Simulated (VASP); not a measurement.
OSZICAR of a VASP run on TiCo (CsCl type):

File OSZICAR:
```
       N       E                     dE             d eps       ncg     rms          rms(c)
DAV:   1     0.229224420321E+03    0.22922E+03   -0.17705E+04  2426   0.349E+03
DAV:   2     0.212095693421E+02   -0.20801E+03   -0.20424E+03  2832   0.635E+02
DAV:   3    -0.800730214452E+01   -0.29217E+02   -0.28775E+02  4424   0.240E+02
DAV:   4    -0.116135721759E+02   -0.36063E+01   -0.35767E+01  4120   0.768E+01
DAV:   5    -0.121749543192E+02   -0.56138E+00   -0.55822E+00  4276   0.231E+01    0.180E+01
DAV:   6    -0.103936878092E+02    0.17813E+01   -0.13148E+02  2646   0.112E+02    0.145E+01
DAV:   7    -0.123279289112E+02   -0.19342E+01   -0.11779E+01  2920   0.595E+01    0.992E+00
DAV:   8    -0.121205431119E+02    0.20739E+00   -0.21992E+00  3662   0.206E+01    0.790E+00
DAV:   9    -0.853209690564E+01    0.35884E+01   -0.11092E+01  2382   0.464E+01    0.247E+00
DAV:  10    -0.118351271550E+02   -0.33030E+01   -0.10501E+01  2582   0.392E+01    0.384E+00
DAV:  11    -0.120490063551E+02   -0.21388E+00   -0.54785E-01  2810   0.876E+00    0.360E+00
DAV:  12    -0.121300385837E+02   -0.81032E-01   -0.30197E-01  3098   0.468E+00    0.244E+00
DAV:  13    -0.120612178248E+02    0.68821E-01   -0.10203E+00  2688   0.701E+00    0.136E+00
DAV:  14    -0.120934291253E+02   -0.32211E-01   -0.21631E-01  3176   0.567E+00    0.761E-01
DAV:  15    -0.120985403387E+02   -0.51112E-02   -0.82512E-02  2906   0.286E+00    0.676E-01
DAV:  16    -0.120955710101E+02    0.29693E-02   -0.13344E-02  2682   0.181E+00    0.302E-01
DAV:  17    -0.120964904131E+02   -0.91940E-03   -0.51203E-03  3410   0.809E-01    0.146E-01
DAV:  18    -0.120972256488E+02   -0.73524E-03   -0.28938E-03  3184   0.310E-01    0.167E-01
DAV:  19    -0.120970083881E+02    0.21726E-03   -0.36084E-04  2952   0.237E-01    0.912E-02
DAV:  20    -0.120970841294E+02   -0.75741E-04   -0.57247E-05  2574   0.123E-01    0.506E-02
DAV:  21    -0.120970522890E+02    0.31840E-04   -0.49215E-05  3034   0.951E-02    0.196E-02
DAV:  22    -0.120970551786E+02   -0.28896E-05   -0.42589E-05  3234   0.490E-02    0.175E-02
DAV:  23    -0.120970522468E+02    0.29317E-05   -0.83378E-06  2872   0.453E-02    0.852E-03
DAV:  24    -0.120970523753E+02   -0.12843E-06   -0.47283E-06  2722   0.192E-02    0.736E-03
DAV:  25    -0.120970530109E+02   -0.63563E-06   -0.17420E-06  2588   0.146E-02    0.535E-03
DAV:  26    -0.120970535795E+02   -0.56857E-06   -0.38408E-07  2072   0.753E-03    0.299E-03
DAV:  27    -0.120970540496E+02   -0.47015E-06   -0.10111E-07  1362   0.485E-03    0.907E-04
DAV:  28    -0.120970542012E+02   -0.15161E-06   -0.22409E-08  1206   0.258E-03    0.333E-04
DAV:  29    -0.120970542196E+02   -0.18328E-07   -0.11770E-08  1218   0.179E-03
   1 F= -.12097054E+02 E0= -.12096528E+02  d E =-.157882E-02
```

Which electronic solver shows in the log?

It is blocked Davidson (ALGO = Normal, or the opening steps of other solvers). The INCAR had ALGO = Normal.

How was spin treated?

Without spin polarisation: there is no mag entry.

Can the final energy be trusted as converged?

The run converged. It stopped with EDIFF = 1E-7, NELM = 100 (revTPSS meta-GGA, plane waves, VASP's PBE PAW potentials (set 64)).

The compound is TiCo in the CsCl type structure. This cell is one point of a volume scan, at 1.06 of the reference volume. The run is not spin-polarised, so no magnetic state was tried. The electron count is odd and the run is not spin-polarised, which forces a metal.
